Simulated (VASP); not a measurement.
# BaHW (P4/nmm) in VASP: single point with PBE

Aim: the single point of BaHW with PBE.

Program: VASP 6.6.1. These are calculated values, not measurements. Logs are shortened: lines on timing, memory, paths and dates and some standing lists are left out, and cuts for length are marked.

## Step 1: The structure

The structure is tetragonal, space group P4/nmm (No. 129). Conventional cell: a = 4.139 Å, b = 4.139 Å, c = 6.749 Å, α = 90.00°, β = 90.00°, γ = 90.00°. W (site symmetry 4mm) has 5 Ba at 3.09 to 3.10 Å and 4 H at 3.11 Å as nearest neighbours. Ba (site symmetry 4mm) has 4 H at 2.46 Å as nearest neighbours. H (site symmetry -4m2) is surrounded by 4 Ba at 2.46 Å.

The cell was built by a generator and needn't be a form met in nature.

## Step 2: Single point, PBE

INCAR

```
SYSTEM = BaHW
ALGO = Fast
EDIFF = 1E-6
ENCUT = 520
GGA = PE
ISIF = 2
ISMEAR = -1
LASPH = .TRUE.
LCHARG = .FALSE.
LREAL = .FALSE.
LWAVE = .FALSE.
NBANDS = 34
NELECT = 52.0
NELM = 100
PREC = Accurate
SIGMA = 0.1
```

KPOINTS

```
k-points
0
G
  6 6 4
  0 0 0
```

POSCAR

```
BaHW
1.0
    4.1387672800      0.0000000000      0.0000000000
    0.0000000000      4.1387672800      0.0000000000
    0.0000000000      0.0000000000      6.7487851300
W Ba H
2 2 2
Direct
    0.2500000000      0.2500000000      0.6556000000
    0.7500000000      0.7500000000      0.3444000000
    0.2500000000      0.2500000000      0.1960000000
    0.7500000000      0.7500000000      0.8040000000
    0.7500000000      0.2500000000      0.0000000000
    0.2500000000      0.7500000000      0.0000000000
```

Potentials or basis: VASP PAW PBE potentials, release 64 (W_sv, Ba_sv, H).

Launch:

```
$ cat potpaw_PBE.64/W_sv/POTCAR potpaw_PBE.64/Ba_sv/POTCAR potpaw_PBE.64/H/POTCAR > POTCAR
$ mpirun -np 1 vasp_std > vasp.out
```

OUTCAR:

```text
SYSTEM = BaHW
   EDIFF = 1E-6
   ENCUT = 520
   GGA = PE
   ISIF = 2
   ISMEAR = -1
   LASPH = .TRUE.
   LREAL = .FALSE.
   NELECT = 52.0
   NELM = 100
   PREC = Accurate

 ion  position               nearest neighbor table
   1  0.250  0.250  0.656-   4 3.09   4 3.09   4 3.09   4 3.09   3 3.10   3 3.65
   2  0.750  0.750  0.344-   3 3.09   3 3.09   3 3.09   3 3.09   4 3.10   4 3.65
   3  0.250  0.250  0.196-   5 2.46   6 2.46   6 2.46   5 2.46   2 3.09   2 3.09   2 3.09   2 3.09
                             1 3.10   1 3.65   4 3.95   4 3.95   4 3.95   4 3.95
   4  0.750  0.750  0.804-   5 2.46   6 2.46   5 2.46   6 2.46   1 3.09   1 3.09   1 3.09   1 3.09
                             2 3.10   2 3.65   3 3.95   3 3.95   3 3.95   3 3.95
   5  0.750  0.250  0.000-   3 2.46   4 2.46   4 2.46   3 2.46
   6  0.250  0.750  0.000-   3 2.46   4 2.46   3 2.46   4 2.46

  LATTYP: Found a simple tetragonal cell.
 ALAT       =     4.1387672800
 C/A-ratio  =     1.6306268687

  Lattice vectors:

 A1 = (   4.1387672800,   0.0000000000,   0.0000000000)
 A2 = (   0.0000000000,   4.1387672800,   0.0000000000)
 A3 = (   0.0000000000,   0.0000000000,   6.7487851300)

Analysis of symmetry for initial positions (statically):
=====================================================================
 Subroutine PRICEL returns:
 Original cell was already a primitive cell.

 Routine SETGRP: Setting up the symmetry group for a
 simple tetragonal supercell.

 Subroutine GETGRP returns: Found 16 space group operations
 (whereof  4 operations were pure point group operations)
 out of a pool of 16 trial point group operations.

The static configuration has the point symmetry C_2h.
 The point group associated with its full space group is D_4h.

Analysis of symmetry for dynamics (positions and initial velocities):
=====================================================================
 Subroutine PRICEL returns:
 Original cell was already a primitive cell.

 Routine SETGRP: Setting up the symmetry group for a
 simple tetragonal supercell.

 Subroutine GETGRP returns: Found 16 space group operations
 (whereof  4 operations were pure point group operations)
 out of a pool of 16 trial point group operations.

The dynamic configuration has the point symmetry C_2h.
 The point group associated with its full space group is D_4h.

 Subroutine INISYM returns: Found 16 space group operations
 (whereof  4 operations are pure point group operations),
 and found     1 'primitive' translations

----------------------------------------------------------------------------------------

                                     Primitive cell

  volume of cell :     115.6026

  direct lattice vectors                    reciprocal lattice vectors
     4.138767280  0.000000000  0.000000000     0.241617837  0.000000000  0.000000000
     0.000000000  4.138767280  0.000000000     0.000000000  0.241617837  0.000000000
     0.000000000  0.000000000  6.748785130     0.000000000  0.000000000  0.148174817

  length of vectors
     4.138767280  4.138767280  6.748785130     0.241617837  0.241617837  0.148174817

  position of ions in fractional coordinates (direct lattice)
     0.250000000  0.250000000  0.655600000
     0.750000000  0.750000000  0.344400000
     0.250000000  0.250000000  0.196000000
     0.750000000  0.750000000  0.804000000
     0.750000000  0.250000000  0.000000000
     0.250000000  0.750000000  0.000000000

  ion indices of the primitive-cell ions
   primitive index   ion index
                 1           1
                 2           2
                 3           3
                 4           4
                 5           5
                 6           6

----------------------------------------------------------------------------------------

 KPOINTS: k-points

Automatic generation of k-mesh.
 Grid dimensions read from file:
 generate k-points for:    6    6    4

 Generating k-lattice:

  Cartesian coordinates                     Fractional coordinates (reciprocal lattice)
     0.040269640  0.000000000  0.000000000     0.166666667  0.000000000  0.000000000
     0.000000000  0.040269640  0.000000000     0.000000000  0.166666667  0.000000000
     0.000000000  0.000000000  0.037043704     0.000000000  0.000000000  0.250000000

  Length of vectors
     0.040269640  0.040269640  0.037043704

  Shift w.r.t. Gamma in fractional coordinates (k-lattice)
     0.000000000  0.000000000  0.000000000

 Subroutine IBZKPT returns following result:
 ===========================================

 Found     30 irreducible k-points:

 Following reciprocal coordinates:
            Coordinates               Weight
  0.000000  0.000000  0.000000      1.000000
  0.166667  0.000000  0.000000      4.000000
  0.333333  0.000000  0.000000      4.000000
  0.500000  0.000000  0.000000      2.000000
  0.166667  0.166667  0.000000      4.000000
  0.333333  0.166667  0.000000      8.000000
[... 16 lines left out ...]
  0.333333  0.000000  0.500000      4.000000
  0.500000  0.000000  0.500000      2.000000
 [... further k-points ...]
   k-points           NKPTS =     30   k-points in BZ     NKDIM =     30   number of bands    NBANDS=     34
   number of dos      NEDOS =    301   number of ions     NIONS =      6
   total plane-waves  NPLWV =  51200
   dimension x,y,z NGX =    32 NGY =   32 NGZ =   50
   dimension x,y,z NGXF=    64 NGYF=   64 NGZF=  100
   ions per type =               2   2   2
   NGX,Y,Z   is equivalent  to a cutoff of  12.85, 12.85, 12.32 a.u.
   NGXF,Y,Z  is equivalent  to a cutoff of  25.71, 25.71, 24.63 a.u.
 SYSTEM =  BaHW
   PREC   = accura    normal or accurate (medium, high low for compatibility)
   ISTART =      0    job   : 0-new  1-cont  2-samecut
   ICHARG =      2    charge: 1-file 2-atom 10-const
   ISPIN  =      1    spin polarized calculation?
   LNONCOLLINEAR =      F non collinear calculations
   LSORBIT =      F    spin-orbit coupling
   LASPH  =      T    aspherical Exc in radial PAW
   ENCUT  =  520.0 eV  38.22 Ry    6.18 a.u.   7.70  7.70 12.55*2*pi/ulx,y,z
   NELM   =    100;   NELMIN=  2; NELMDL= -5     # of ELM steps
   EDIFF  = 0.1E-05   stopping-criterion for ELM
   LREAL  =      F    real-space projection
   EDIFFG = 0.1E-04   stopping-criterion for IOM
   NSW    =      0    number of steps for IOM
   IBRION =     -1    ionic relax: 0-MD 1-quasi-New 2-CG
   NFREE  =      0    steps in history (QN), initial steepest desc. (CG)
   ISIF   =      2    stress and relaxation
   ISYM   =      2    0-nonsym 1-usesym 2-fastsym
   POTIM  = 0.5000    time-step for ionic-motion
   TEBEG  =    0.0;   TEEND  =   0.0 temperature during run
   PSTRESS=    0.0 pullay stress
   NELECT =      52.0000    total number of electrons
   NUPDOWN=      -1.0000    fix difference up-down
   EMIN   =  10.00;   EMAX   =-10.00  energy-range for DOS
   EFERMI =   0.00;   METHOD = LEGACY
   ISMEAR =    -1;   SIGMA  =   0.10  broadening in eV -4-tet -1-fermi 0-gaus
   EFERMI_NEDOS =   21; number of points for ismear=-14 and -15
   IALGO  =     68    algorithm
   IMIX   =      4    mixing-type and parameters
     AMIX     =   0.40;   BMIX     =  1.00
     AMIX_MAG =   1.60;   BMIX_MAG =  1.00
  volume/ion in A,a.u.               =      19.27       130.02
  Fermi-wavevector in a.u.,A,eV,Ry     =   1.254354  2.370385 21.407456  1.573404
  Thomas-Fermi vector in A             =   2.388163
   LORBIT       =      0    0 simple, 1 ext, 2 COOP (PROOUT), +10 PAW based schemes
   GGA     = PE    functional components
   LHFCALC =     F    Hartree Fock is set to
   AEXX    =    0.0000 exact exchange contribution
   IVDW    =     0    specifies the selected vdW correction
   LEPSILON=     F    determine dielectric tensor
   LRPA    =     F    only Hartree local field effects (RPA)
 non-spin polarized calculation
 RMM-DIIS sequential band-by-band and
  energy-cutoff  :      520.00
  volume of cell :      115.60
 maximum number of plane-waves:      3140
 NGX is ok and might be reduce to    32
   NGX = 15   NGY = 15   NGZ = 25

 number of electron      52.0000006 magnetization

 Free energy of the ion-electron system (eV)
  ---------------------------------------------------
  ext. energy  EPLUGINS =         0.00000000
  ---------------------------------------------------
  free energy    TOTEN  =       -15.80652789 eV

  energy without entropy =      -15.55452321  energy(sigma->0) =      -15.68052555

 E-fermi :   4.8955     XC(G=0): -10.8814

 val. band max:        4.8741478147   @ k =   0.1667   0.0000   0.2500
 cond. band min:       4.8981111107   @ k =   0.3333   0.3333   0.0000
 fundamental gap:      0.0239632960
 Fermi energy:         4.8954616057

 k-point     1 :       0.0000    0.0000    0.0000
  band No.  band energies     occupation
      1     -68.9429      2.00000
      2     -68.9405      2.00000
      3     -33.1930      2.00000
      4     -33.1930      2.00000
      5     -33.1863      2.00000
      6     -33.1650      2.00000
[... 26 lines left out ...]
     33       8.9064      0.00000
     34       9.6882      0.00000

 k-point     2 :       0.1667    0.0000    0.0000
  band No.  band energies     occupation
      1     -68.9426      2.00000
      2     -68.9406      2.00000
      3     -33.1974      2.00000
      4     -33.1908      2.00000
      5     -33.1888      2.00000
      6     -33.1665      2.00000
[... 26 lines left out ...]
     33       8.8404      0.00000
     34       9.4088      0.00000

 k-point     3 :       0.3333    0.0000    0.0000
  band No.  band energies     occupation
      1     -68.9421      2.00000
      2     -68.9409      2.00000
      3     -33.2039      2.00000
      4     -33.1968      2.00000
      5     -33.1850      2.00000
      6     -33.1710      2.00000
[... 26 lines left out ...]
     33       8.1176      0.00000
     34       9.3415      0.00000
[... 704 lines left out ...]
 k-point    23 :       0.3333    0.0000    0.5000
  band No.  band energies     occupation
      1     -68.9421      2.00000
      2     -68.9409      2.00000
      3     -33.2042      2.00000
      4     -33.1971      2.00000
      5     -33.1850      2.00000
      6     -33.1710      2.00000
[... 26 lines left out ...]
     33       8.0074      0.00000
     34       9.0491      0.00000

 k-point    24 :       0.5000    0.0000    0.5000
  band No.  band energies     occupation
      1     -68.9415      2.00000
      2     -68.9415      2.00000
      3     -33.2044      2.00000
      4     -33.2044      2.00000
      5     -33.1777      2.00000
      6     -33.1777      2.00000
[... 26 lines left out ...]
     33       8.0244      0.00000
     34       8.4045      0.00000

 [... further k-points ...]

------------------------ aborting loop because EDIFF is reached ----------------------------------------

  FORCE on cell =-STRESS in cart. coord.  units (eV):
  Direction    XX          YY          ZZ          XY          YZ          ZX
  --------------------------------------------------------------------------------------
  -------------------------------------------------------------------------------------
  Total       18.7600792     18.7600792     17.7519613      0.0000000      0.0000000      0.0000000
  in kB      260.0025666    260.0025666    246.0307042      0.0000000      0.0000000      0.0000000
  external PRESSURE =     255.3452792 kB  Pullay stress =       0.0000000 kB

 VOLUME and BASIS-vectors are now :
 -----------------------------------------------------------------------------
  energy-cutoff  :      520.00
  volume of cell :      115.60
      direct lattice vectors                 reciprocal lattice vectors
     4.138767280  0.000000000  0.000000000     0.241617837  0.000000000  0.000000000
     0.000000000  4.138767280  0.000000000     0.000000000  0.241617837  0.000000000
     0.000000000  0.000000000  6.748785130     0.000000000  0.000000000  0.148174817

 POSITION                                       TOTAL-FORCE (eV/Angst)
 -----------------------------------------------------------------------------------
      1.03469      1.03469      4.42450        -0.000000     -0.000000     -1.926006
      3.10408      3.10408      2.32428         0.000000     -0.000000      1.926006
      1.03469      1.03469      1.32276        -0.000000      0.000000     -0.115646
      3.10408      3.10408      5.42602         0.000000      0.000000      0.115646
      3.10408      1.03469      0.00000        -0.000000      0.000000     -0.000000
      1.03469      3.10408      0.00000        -0.000000      0.000000      0.000000
 -----------------------------------------------------------------------------------
    total drift:                                0.000000      0.000000     -0.000000

  FREE ENERGIE OF THE ION-ELECTRON SYSTEM (eV)
  ---------------------------------------------------
  free  energy   TOTEN  =       -15.8065278909 eV

  energy  without entropy=      -15.5545232117  energy(sigma->0) =      -15.68052555
```

It took 3 min on 1 thread of Intel Xeon 6975P-C (Granite Rapids), shared host; peak memory 0.29 GiB.

Results:

```
Free energy            : -15.8065 eV
Largest force          : 1.926 eV/Å
Band gap on the k mesh : none (metal or under the smearing width)
```

Forces in eV/Å, atoms in the order of the input:
```
W    0.000  0.000 -1.926
W    0.000  0.000  1.926
Ba   0.000  0.000 -0.116
Ba   0.000  0.000  0.116
H    0.000  0.000  0.000
H    0.000  0.000  0.000
```

Levels at points of the mesh, in eV from the Fermi level:
| k point | band 22 | band 23 | band 24 | band 25 | band 26 | band 27 | band 28 | band 29 | band 30 | band 31 |
| --- | --- | --- | --- | --- | --- | --- | --- | --- | --- | --- |
| (0.00, 0.00, 0.00) | -1.36 | -1.32 | -1.07 | -1.07 | -0.94 | -0.34 | -0.21 | 0.57 | 0.57 | 3.46 |
| (0.50, 0.00, 0.00) | -1.34 | -1.33 | -1.33 | 0.34 | 0.34 | 0.45 | 0.45 | 0.98 | 0.98 | 2.04 |
| (0.50, 0.50, 0.00) | -1.08 | -0.27 | -0.27 | -0.04 | -0.04 | 0.62 | 0.62 | 0.77 | 0.77 | 2.16 |
| (0.00, 0.00, 0.50) | -0.81 | -0.81 | -0.67 | -0.46 | -0.22 | -0.12 | 0.27 | 0.77 | 0.77 | 0.80 |
| (0.50, 0.00, 0.50) | -0.91 | -0.28 | -0.28 | -0.22 | -0.22 | -0.21 | -0.21 | 0.83 | 0.83 | 2.62 |
| (0.50, 0.50, 0.50) | -2.05 | -0.64 | -0.64 | 0.25 | 0.25 | 0.77 | 0.77 | 0.90 | 0.90 | 1.84 |

Caveat: the cell carries a net charge on a neutralising background, which shifts energy and pressure; the cell is charged against a uniform background, so pressure and absolute levels hang on convention; forces of over 1 eV/Å show positions far from the minimum, so gaps and moduli don't describe the material at rest.
